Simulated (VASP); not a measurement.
# Ho: phonons from a supercell, part 4 of 4

How does the lattice of Ho vibrate? The start is a cell from a database of measured crystal structures.

VASP 6.6.1; LDA, 4f electrons in the core; plane waves and PAW (Ho_3).

Still holding for the runs below: The data set Ho_3 holds the 4f electrons frozen in the core, so no f bands or f moments appear.

So far. Step 3 (Relax the host again, on a new basis): The start already met the threshold, so nothing moved. Step 4 (Tight relaxation): The run ended after 4 ionic steps, 0.000 eV below its first step, once forces and stress met EDIFFG = -0.002.

## 5. Force constants in the supercell (continued)

OUTCAR, selected parts (step 5):

```text
   k-points           NKPTS =      8   k-points in BZ     NKDIM =      8   number of bands    NBANDS=    188

   ENCUT  =  350.0 eV  25.72 Ry    5.07 a.u.  15.85 15.85 16.50*2*pi/ulx,y,z

   NELECT =     324.0000    total number of electrons

 E-fermi :   3.2420

 k-point     1 :       0.0000    0.0000    0.0000
  band No.  band energies     occupation
    ...
    160       3.3038      0.50336
    161       3.3038      0.50335
    162       3.3041      0.50132
    163       3.3041      0.50131
    164       3.3042      0.50066
    165       3.3043      0.50000
    166       3.3044      0.49910
    167       3.3044      0.49910
    168       3.3046      0.49731
    169       3.3046      0.49730
    ...

 POSITION                                       TOTAL-FORCE (eV/Angst)
 -----------------------------------------------------------------------------------
      1.73160      0.99974      4.04108         0.000000      0.000000      0.060945
      1.73160      0.99974      9.46418         0.000000      0.000000      0.001026
      0.00000      3.99897      4.05608         0.000065     -0.000246      0.001417
      0.00000      3.99897      9.46418         0.000010     -0.000212     -0.000226
     -1.73160      6.99819      4.05608        -0.000180      0.000179      0.001417
     -1.73160      6.99819      9.46418        -0.000179      0.000114     -0.000226
      5.19481      0.99974      4.05608        -0.000245      0.000066      0.001417
      5.19481      0.99974      9.46418        -0.000188      0.000097     -0.000226
      3.46321      3.99897      4.05608        -0.000065     -0.000246      0.001417
      3.46321      3.99897      9.46418        -0.000010     -0.000212     -0.000226
      1.73160      6.99819      4.05608         0.000000      0.000000     -0.001522
      1.73160      6.99819      9.46418         0.000000      0.000000     -0.002924
      8.65802      0.99974      4.05608         0.000245      0.000066      0.001417
      8.65802      0.99974      9.46418         0.000188      0.000097     -0.000226
      6.92641      3.99897      4.05608         0.000000      0.000000     -0.001569
      6.92641      3.99897      9.46418         0.000000      0.000000     -0.002984
      5.19481      6.99819      4.05608         0.000180      0.000179      0.001417
      5.19481      6.99819      9.46418         0.000179      0.000114     -0.000226
      0.00000      1.99948      1.35203        -0.007686      0.004438     -0.011629
      0.00000      1.99948      6.76013         0.007865     -0.004541     -0.011231
     -1.73160      4.99871      1.35203         0.000740      0.000427     -0.000490
     -1.73160      4.99871      6.76013        -0.000487     -0.000281     -0.000520
     -3.46321      7.99793      1.35203        -0.000000     -0.008875     -0.011629
     -3.46321      7.99793      6.76013         0.000000      0.009082     -0.011231
[...]
-----------------------------------------------------------------------------------
    total drift:                               -0.000002     -0.000001      0.000411

  FREE ENERGIE OF THE ION-ELECTRON SYSTEM (eV)
  ---------------------------------------------------
  free  energy   TOTEN  =      -186.2718242730 eV

  energy  without entropy=     -186.2064584561  energy(sigma->0) =     -186.25003567

 Eigenvectors and eigenvalues of the dynamical matrix
 ----------------------------------------------------

   1 f  =    3.273748 THz    20.569563 2PiTHz  109.200468 cm-1    13.539126 meV
             X         Y         Z           dx          dy          dz
      1.731604  0.999742  4.056079    -0.000000    0.000000   -0.166667
      1.731604  0.999742  9.464185    -0.000000    0.000000   -0.166667
      0.000000  3.998967  4.056079     0.000000    0.000000   -0.166667
      0.000000  3.998967  9.464185     0.000000    0.000000   -0.166667
     -1.731604  6.998192  4.056079     0.000000   -0.000000   -0.166667
[...]
X         Y         Z           dx          dy          dz
      1.731604  0.999742  4.056079    -0.058939    0.155897    0.000000
      1.731604  0.999742  9.464185    -0.058939    0.155897    0.000000
      0.000000  3.998967  4.056079     0.164481   -0.026906    0.000000
      0.000000  3.998967  9.464185     0.164481   -0.026906    0.000000
     -1.731604  6.998192  4.056079    -0.105541   -0.128992    0.000000
     -1.731604  6.998192  9.464185    -0.105541   -0.128992    0.000000
      5.194811  0.999742  4.056079     0.164481   -0.026906   -0.000000
      5.194811  0.999742  9.464185     0.164481   -0.026906   -0.000000
      3.463207  3.998967  4.056079    -0.105541   -0.128992   -0.000000
      3.463207  3.998967  9.464185    -0.105541   -0.128992   -0.000000
      1.731604  6.998192  4.056079    -0.058939    0.155897   -0.000000
      1.731604  6.998192  9.464185    -0.058939    0.155897   -0.000000
      8.658018  0.999742  4.056079    -0.105541   -0.128992   -0.000000
      8.658018  0.999742  9.464185    -0.105541   -0.128992   -0.000000
      6.926414  3.998967  4.056079    -0.058939    0.155897    0.000000
      6.926414  3.998967  9.464185    -0.058939    0.155897    0.000000
      5.194811  6.998192  4.056079     0.164481   -0.026906    0.000000
      5.194811  6.998192  9.464185     0.164481   -0.026906    0.000000
      0.000000  1.999484  1.352026     0.164481    0.026906   -0.000000
      0.000000  1.999484  6.760132     0.164481    0.026906   -0.000000
     -1.731604  4.998709  1.352026    -0.105541    0.128992   -0.000000
     -1.731604  4.998709  6.760132    -0.105541    0.128992   -0.000000
     -3.463207  7.997934  1.352026    -0.058939   -0.155897   -0.000000
     -3.463207  7.997934  6.760132    -0.058939   -0.155897   -0.000000
[...]
3.463207  7.997934  1.352026    -0.105541    0.128992    0.000000
      3.463207  7.997934  6.760132    -0.105541    0.128992    0.000000

   3 f  =    3.259896 THz    20.482531 2PiTHz  108.738429 cm-1    13.481841 meV
             X         Y         Z           dx          dy          dz
      1.731604  0.999742  4.056079     0.155897    0.058939    0.000000
      1.731604  0.999742  9.464185     0.155897    0.058939    0.000000
      0.000000  3.998967  4.056079    -0.026906   -0.164481   -0.000000
      0.000000  3.998967  9.464185    -0.026906   -0.164481   -0.000000
     -1.731604  6.998192  4.056079    -0.128992    0.105541   -0.000000
     -1.731604  6.998192  9.464185    -0.128992    0.105541   -0.000000
      5.194811  0.999742  4.056079    -0.026906   -0.164481   -0.000000
      5.194811  0.999742  9.464185    -0.026906   -0.164481   -0.000000
      3.463207  3.998967  4.056079    -0.128992    0.105541    0.000000
      3.463207  3.998967  9.464185    -0.128992    0.105541    0.000000
      1.731604  6.998192  4.056079     0.155897    0.058939   -0.000000
      1.731604  6.998192  9.464185     0.155897    0.058939   -0.000000
      8.658018  0.999742  4.056079    -0.128992    0.105541    0.000000
      8.658018  0.999742  9.464185    -0.128992    0.105541    0.000000
      6.926414  3.998967  4.056079     0.155897    0.058939   -0.000000
      6.926414  3.998967  9.464185     0.155897    0.058939   -0.000000
      5.194811  6.998192  4.056079    -0.026906   -0.164481    0.000000
      5.194811  6.998192  9.464185    -0.026906   -0.164481    0.000000
      0.000000  1.999484  1.352026    -0.026906    0.164481   -0.000000
      0.000000  1.999484  6.760132    -0.026906    0.164481   -0.000000
     -1.731604  4.998709  1.352026    -0.128992   -0.105541    0.000000
     -1.731604  4.998709  6.760132    -0.128992   -0.105541    0.000000
     -3.463207  7.997934  1.352026     0.155897   -0.058939   -0.000000
     -3.463207  7.997934  6.760132     0.155897   -0.058939   -0.000000
[...]
3.463207  7.997934  1.352026    -0.015068    0.000392    0.165984
      3.463207  7.997934  6.760132    -0.015068    0.000392    0.165984

 ELASTIC MODULI CONTR FROM IONIC RELAXATION (kBar)
 Direction    XX          YY          ZZ          XY          YZ          ZX
 --------------------------------------------------------------------------------
 XX           0.0000      0.0000      0.0000      0.0000      0.0000      0.0000
 YY           0.0000      0.0000      0.0000      0.0000      0.0000      0.0000
 ZZ           0.0000      0.0000      0.0000      0.0000      0.0000      0.0000
 XY           0.0000      0.0000      0.0000      0.0000      0.0000      0.0000
 YZ           0.0000      0.0000      0.0000      0.0000      0.0000      0.0000
 ZX           0.0000      0.0000      0.0000      0.0000      0.0000      0.0000
 --------------------------------------------------------------------------------

[... 2 parts as in an earlier step ...]

[... 12 further parts left out ...]
```

The last energy, forces, stress and levels in OUTCAR belong to the last displaced cell, not to the cell of POSCAR.

Numbers from this step:

```yaml
electrons: 324
lowest_frequency: -8.12e-7 cm⁻¹
highest_frequency: 114.6 cm⁻¹
dynamically_stable: yes
zero_point_energy: 14.34 meV/atom
heat_capacity_300: 24.64 J/K/mol of atoms
entropy_300: 51.17 J/K/mol of atoms
```

No long-range dipole term. The phonon branches at the labelled points (cm⁻¹):

```csv
point,branch 1,branch 2,branch 3,branch 4,branch 5,branch 6
Γ,0,0,0,61,61,109
0.53 of the way,44,46,74,81,88,110
M,54,54,93,96,104,104
0.47 of the way,57,63,86,94,96,107
K,74,74,77,77,92,109
0.47 of the way,50,60,66,88,94,107
Γ,0,0,0,61,61,109
0.53 of the way,28,28,55,57,57,105
A,46,46,46,46,89,89
0.47 of the way,62,62,65,65,94,94
L,63,63,71,71,113,113
0.47 of the way,47,47,86,86,111,111
H,35,35,99,99,105,105
0.47 of the way,55,55,77,77,100,100
A,46,46,46,46,89,89
jump to L,63,63,71,71,113,113
0.47 of the way,52,59,84,85,105,114
M,54,54,93,96,104,104
jump to K,74,74,77,77,92,109
0.47 of the way,51,51,93,96,96,106
H,35,35,99,99,105,105
```

The phonon branches as a text plot (rows in cm⁻¹):

```
    112 | ***              **            ****           ****
    107 |*   ***  ****** **  ****       *    ** ***      *   **
    103 |      ***      *        *     *       *   *      * *  **
     98 |     * ***                           **           **   *
     93 |    * ***********        *   *         *   **     *****
     88 |     **  **     **        ***       *   *    **  *
     84 |   **     ** *   *       *         *     *          *
     79 |   **      ***    *               *       *     *
     74 |  *        ****   *                            **
     69 |  **      *    *   *           ***         *   *
     64 | *         * *  ** **   *    *****          *  **   *
     60 |*        **   * *    ***    **    *        *   * *
     55 |      ****     * *      *  **             * **  * ** *
     50 |  * ***         * *    * * *       *     *   *   *
     45 |    *            *       **             *     *
     41 |   *              *                 *  *              *
     36 |  *               **    *            **                *
     31 | **                   *
     26 |                   **  *
     21 | *
     17 |                    * *
     12 |*
      7 |*
      2 |                     *
         Γ      M    K        Γ   A       L    H       A|L M|K  H
```

Phonon density of states against frequency; read off at these points:

frequency (cm⁻¹), phonon density of states (states/cm⁻¹/cell) and a bar:
```
     -5.0      0.000 
      0.0      0.000 
      5.0      0.000 
     10.0      0.001 
     15.0      0.001 
     20.0      0.003 #
     25.0      0.004 #
     30.0      0.007 ##
     35.0      0.016 ####
     40.0      0.037 #########
     45.0      0.069 #################
     50.0      0.085 #####################
     55.0      0.078 ###################
     60.0      0.074 ##################
     65.0      0.070 #################
     70.0      0.066 ################
     75.0      0.075 ##################
     80.0      0.079 ###################
     85.0      0.078 ###################
     90.0      0.080 ####################
     95.0      0.077 ###################
    100.0      0.076 ###################
    105.0      0.110 ###########################
    107.3      0.122 ##############################
    110.0      0.096 #######################
    115.0      0.018 #####
    120.0      0.001 
    125.0      0.000
```

The heat capacity at constant volume by temperature:

```
temperature (K)  heat capacity at constant volume (J/K/mol of atoms)
              0                                                    0
             25                                                 7.11
             50                                                 16.7
             75                                                 20.7
            100                                                 22.4
            125                                                 23.3
            150                                                 23.8
            200                                                 24.3
            225                                                 24.4
            250                                                 24.5
            275                                                 24.6
            300                                                 24.6
            325                                                 24.7
            350                                                 24.7
            375                                                 24.7
            400                                                 24.8
            425                                                 24.8
            450                                                 24.8
            475                                                 24.8
            525                                                 24.8
            550                                                 24.9
            575                                                 24.9
            600                                                 24.9
            625                                                 24.9
            650                                                 24.9
            675                                                 24.9
            700                                                 24.9
            725                                                 24.9
            750                                                 24.9
            775                                                 24.9
            800                                                 24.9
            850                                                 24.9
            875                                                 24.9
            900                                                 24.9
            925                                                 24.9
            950                                                 24.9
            975                                                 24.9
           1000                                                 24.9
```

Table of vibrational entropy by temperature:

| temperature (K) | vibrational entropy (J/K/mol of atoms) |
| --- | --- |
| 0 | 0 |
| 25 | 2.78 |
| 75 | 18.7 |
| 100 | 24.9 |
| 150 | 34.3 |
| 175 | 38.0 |
| 200 | 41.2 |
| 250 | 46.7 |
| 275 | 49.0 |
| 300 | 51.2 |
| 350 | 55.0 |
| 375 | 56.7 |
| 425 | 59.8 |
| 450 | 61.2 |
| 475 | 62.5 |
| 525 | 65.0 |
| 550 | 66.2 |
| 575 | 67.3 |
| 625 | 69.4 |
| 650 | 70.3 |
| 700 | 72.2 |
| 725 | 73.1 |
| 750 | 73.9 |
| 800 | 75.5 |
| 825 | 76.3 |
| 850 | 77.0 |
| 900 | 78.4 |
| 925 | 79.1 |
| 975 | 80.4 |
| 1000 | 81.1 |

## 6. What came out

```json
{"highest frequency": "115 cm⁻¹", "lowest frequency": "-8.1e-7 cm⁻¹", "zero point energy": "14.3 meV/atom", "heat capacity 300": "24.6 J/K/mol of atoms", "entropy 300": "51.2 J/K/mol of atoms"}
```

**Reading.** The spectrum reaches 115 cm⁻¹, and its lowest point lies at 0 cm⁻¹. No mode is imaginary, so the structure is a local minimum as far as this supercell can tell. Frequencies between the wave vectors that fit the supercell are interpolated. The relaxed cell's volume lies -9.7 % from the database cell's, so the frequencies belong to that other cell.

[Lines on the potential files, build, host, timing and source positions are cut from VASP's logs without a mark.]

[Logs are printed without paths, hosts, clocks, repeated set-up lines and the standing remarks that a program may print on its own settings, such as how far it seeks lower states.]

[Hosts, paths, dates, database ids (printed as entryN), source tags and the programs' standing remarks are cut or masked in the printed files.]

[Runs that stopped without an error message from VASP are left out.]
